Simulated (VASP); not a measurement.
# SrO (relaxed from the rock salt structure, space group Fm-3m): computed properties

Method: PBE GGA, VASP's PBE PAW potentials (set 64) (plane waves; VASP 6.6.1).

```yaml
space_group: Fm-3m (225)
cell: a = b = c = 5.206 Å, α = β = γ = 90.00°
volume_per_atom: 17.64 Å³/atom
band gap (over mesh and band path): 3.28 eV
smallest direct gap (over mesh and band path): 3.39 eV
band_edge_character: indirect, Γ to X
density: 4.88 g/cm³
```

SrO is modelled in the cubic space group Fm-3m (No. 225), the rock salt structure, Pearson symbol cF8. Lattice parameters: a = b = c = 5.2061 Å, α = β = γ = 90.00°. Sr on 4a is coordinated by 6 O at 2.603 Å (octahedral). O on 4b is surrounded by 6 Sr at 2.603 Å (octahedral). (Neighbours: up to the widest gap in distance over summed covalent radii, below 1.35, at either atom; cation-cation and far metal-metal contacts left out.)
(The calculation used a cell of 2 atoms; values per cell refer to that cell.)

The structure was generated: SrO was put into the rock salt type (Fm-3m), which need not be its known phase. It was relaxed first, which changed the volume by -21 %. Symmetry was kept, so distortions that lower it aren't found.
